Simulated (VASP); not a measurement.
Runs of VASP 6.6.1 on Ir. Symmetry: Fm-3m, No. 225, cubic system. Conventional cell: a = 3.854 Å, b = 3.854 Å, c = 3.854 Å, α = 90.00°, β = 90.00°, γ = 90.00°. Ir (site symmetry m-3m) has 12 Ir at 2.73 Å as nearest neighbours. 

```csv
task,level,potentials or basis,cell,k mesh,cutoff (eV),mesh quality,gap on the mesh (eV),pressure (GPa),relaxed volume (Å³/atom)
single point,PBEsol,"VASP PAW PBE potentials, release 64 (Ir)",as given,18 × 18 × 18,520,not flagged,none,(a),-
relaxation of cell and atoms,PBEsol,"VASP PAW PBE potentials, release 64 (Ir)",relaxed,18 × 18 × 18,480,not flagged,none,0.0,14.08
relaxation of cell and atoms,RPBE,"VASP PAW PBE potentials, release 64 (Ir)",relaxed,18 × 18 × 18,600,not flagged,none,0.0,14.69
relaxation of cell and atoms,PBEsol,"VASP PAW PBE potentials, release 64 (Ir)",relaxed,18 × 18 × 18,580,not flagged,none,0.0,14.09
relaxation of cell and atoms,PBEsol,"VASP PAW PBE potentials, release 64 (Ir)",relaxed,18 × 18 × 18,600,not flagged,none,0.0,14.09
relaxation of cell and atoms,LDA,"VASP PAW LDA potentials, release 64 (Ir)",relaxed,18 × 18 × 18,600,not flagged,none,0.0,13.93
relaxation of cell and atoms,PBEsol,"VASP PAW PBE potentials, release 64 (Ir)",relaxed,18 × 18 × 18,300,not flagged,none,0.0,14.06
relaxation of cell and atoms,PBEsol,"VASP PAW PBE potentials, release 64 (Ir)",relaxed,6 × 6 × 6,600,coarse,none,0.0,(b)
```

Alike in all rows: no spin polarisation; smearing gaussian 0.1 eV.

Task: Fill in the values left out.

Result: (a) -6.0; (b) 14.12.

Caveats: some runs use coarse meshes; the PAW data sets were made with another functional, which shifts forces and pressure a little (some runs).

A k mesh can miss the band edges, and the runs leave out spin-orbit coupling on Ir.

A gap of «none» marks a metal or a gap under the smearing width.

Runs at the PBE level aren't shown here.
